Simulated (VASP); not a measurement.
An input for Ansatz (written as the equivalent of a VASP run, and not itself run):

Ansatz 0.2 input:
```yaml
crystal:
  lattice:
    - [4.1375020, -0.0000000, 0.0000000]
    - [-2.0687510, 3.5831807, 0.0000000]
    - [0.0000000, 0.0000000, 5.2636228]
  atoms:
    - { symbol: Pb, position: [0.3333330, 0.6666670, 0.9626416] }
    - { symbol: Pb, position: [0.6666670, 0.3333330, 0.4626416] }
    - { symbol: O, position: [0.3333330, 0.6666670, 0.4123584] }
    - { symbol: O, position: [0.6666670, 0.3333330, 0.9123584] }
kpoints:
  mp_grid: { grid: [6, 6, 4] }
hamiltonian:
  xc: pbesol
  pseudopotentials: { kind: paw }
scf:
  occupations: { method: gaussian, width: 0.05 }
  max_iter: 100
relax:
  max_steps: 40
  f_tol: 0.02
  cell: { p_target: 5 }
output: { forces: true, stress: true, eigenvalues: true }
```

Task: Translate this input to VASP (INCAR, KPOINTS, POSCAR, choice of POTCAR).

Result: This is not unique; one that fits is 
**POSCAR**
```
PbO
1
    4.1375020380    -0.0000000001     0.0000000000
   -2.0687510192     3.5831806759    -0.0000000000
    0.0000000000    -0.0000000000     5.2636228093
Pb O
2 2
Direct
  0.3333330000   0.6666670000   0.9626416059
  0.6666670000   0.3333330000   0.4626416059
  0.3333330000   0.6666670000   0.4123583941
  0.6666670000   0.3333330000   0.9123583941
```

INCAR:
```
SYSTEM = PbO
PREC = Accurate; ENCUT = 620; LREAL = .False.
LASPH = .True.
EDIFF = 1E-6; NELM = 100; ALGO = Normal
LMAXMIX = 4
ISMEAR = 0; SIGMA = 0.05
GGA = PS
IBRION = 2; NSW = 40; ISIF = 3
EDIFFG = -0.02; PSTRESS = 50
LWAVE = .False.; LCHARG = .False.
```

### KPOINTS
```
Automatic
0
G
6 6 4
```

POTCAR, in this order: Pb_d O (PBE.64 set). Program: vasp_std.

The two are equivalent in intent, not identical: each code has its own PAW files, so the cut-off isn't converted (ENCUT is set for VASP's; basis.ecutwfc is left out, and Ansatz then takes the one that its files recommend); Ansatz stops its SCF on the density residual and VASP on the energy change (EDIFF).

The structure was generated: PbO was put into the wurtzite type (P6_3mc), which need not be its known phase. It was relaxed first under an external pressure of 5 GPa.
